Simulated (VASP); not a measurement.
Consider the following.

```yaml
crystal:
  lattice:
    - [0.00000, 1.92337, 1.92337]
    - [1.92337, 0.00000, 1.92337]
    - [1.92337, 1.92337, 0.00000]
  atoms:
    - { symbol: Pd, position: [0.00000, 0.00000, 0.00000] }
```

All values below come from PBE GGA, VASP's PBE PAW potentials (set 64) (plane waves; VASP). Settings: 480 eV cut-off, 14×14×14 Γ-centred mesh, first-order Methfessel-Paxton smearing of 0.10 eV, potentials Pd.

**Question.** Predict the energy per atom (σ→0), pressure, band gap (on the k-mesh) with the smallest direct gap where there is one.

**Answer.** 
```json
{
  "band gap (on the k-mesh)": "none (metal, semimetal or under 0.01 eV)",
  "energy per atom (σ→0)": "-497.7 kJ/mol of atoms",
  "pressure": "150.7 kbar"
}
```

Only differences to runs with the same potentials and settings are physical.

The compound is Pd in the fcc structure. It was relaxed first under an external pressure of 15 GPa.
